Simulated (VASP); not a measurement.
```
CELL_PARAMETERS angstrom
     -1.85334     1.85334     6.27451
      1.85334    -1.85334     6.27451
      1.85334     1.85334    -6.27451
ATOMIC_POSITIONS crystal
  Nb 0.75000 0.75000 0.00000
  Nb 0.50000 0.00000 0.50000
  Te 0.16600 0.16600 0.00000
  Te 0.91600 0.41600 0.50000
```

The base run (VASP): PBE GGA, plane waves, VASP's PBE PAW potentials (set 64). Run with 400 eV cut-off, 8×8×8 Γ-centred mesh, Gaussian smearing of 0.050 eV, potentials Nb_sv Te.

One setting is varied; ΔE counts from the base run. The base run took about 2 core-minutes. The timings are rough (shared machines, no repeats); factors under 2 mean little.

Pressures at a finite cut-off, here 400 eV, hold a Pulay part, which this task's highest cut-off puts under 0.2 GPa.

| setting | cost over the base run | electronic steps | bands | ΔE (meV/atom) | pressure (GPa) |
|---|---|---|---|---|---|
| base run | reference | 13 | 23 | 0.0 | 1.17 |
| NBANDS = 27 | within a factor of 2 | 13 | 27 | 0.0 | 1.16 |
| NBANDS = 21 | within a factor of 2 | 17 | 21 | 0.0 | 1.16 |
| NBANDS = 46 | about 2 times | 13 | 46 | 0.0 | 1.16 |
| NBANDS = 20 | (withheld) | (withheld) | (withheld) | 0.0 | 1.16 |

Q: Some entries are withheld; supply them.

A: 
- NBANDS = 20, cost over the base run: about 3 times
- NBANDS = 20, electronic steps: 39
- NBANDS = 20, bands: 20

Left out are runs that failed, have no time on record or changed the cell.

The structure was generated: NbTe was put into the NbAs type (I4_1md), which need not be its known phase. The cell was not relaxed at this level.
